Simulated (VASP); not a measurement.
Method: LDA (Ceperley-Alder, Perdew-Zunger), VASP's LDA PAW potentials (set 64) (plane waves; VASP).

The input files of a VASP run:

### POSCAR
```
GaAs
1
    0.0000000000     2.8028204692     2.8028204692
    2.8028204692     0.0000000000     2.8028204692
    2.8028204692     2.8028204692     0.0000000000
Ga As
1 1
Direct
  0.0000000000   0.0000000000   0.0000000000
  0.2500000000   0.2500000000   0.2500000000
```

**INCAR**
```
# general
SYSTEM  = GaAs
PREC    = Accurate
ENCUT   = 400
LREAL   = .FALSE.
LASPH   = .TRUE.
ICHARG  = 11

# electronic loop
EDIFF   = 1E-7
NELM    = 100
ALGO    = Normal
LMAXMIX = 4

# smearing
ISMEAR  = 0
SIGMA   = 0.05

# output
LWAVE   = .FALSE.
LCHARG  = .FALSE.
LORBIT  = 11
```

File KPOINTS:
```
k-points along high-symmetry lines
15
Line-mode
Reciprocal
  0.000000   0.000000   0.000000 ! GAMMA
 -0.500000  -0.500000   0.000000 ! X

 -0.500000  -0.500000   0.000000 ! X
 -0.375000  -0.375000   0.250000 ! U

 -0.375000   0.000000   0.375000 ! K
  0.000000   0.000000   0.000000 ! GAMMA

  0.000000   0.000000   0.000000 ! GAMMA
  0.000000   0.000000   0.500000 ! L

  0.000000   0.000000   0.500000 ! L
 -0.500000  -0.250000   0.250000 ! W

 -0.500000  -0.250000   0.250000 ! W
 -0.500000  -0.500000   0.000000 ! X
```

POTCAR, in this order: Ga_d As (LDA.64 set). Program: vasp_std. Read from the step before: CHGCAR.

Task: What will the output report for the number of irreducible k-points (NKPTS), number of bands (NBANDS), largest plane-wave count, number of space-group operations, FFT grid (NGX, NGY, NGZ)?

Result: 
```yaml
number of irreducible k-points (NKPTS): 90
number of bands (NBANDS): 13
largest_plane_wave_count: 821
number_of_space_group_operations: 24
FFT grid (NGX, NGY, NGZ): 28 × 28 × 28
```

The compound is GaAs in the zinc blende structure. It was relaxed first.
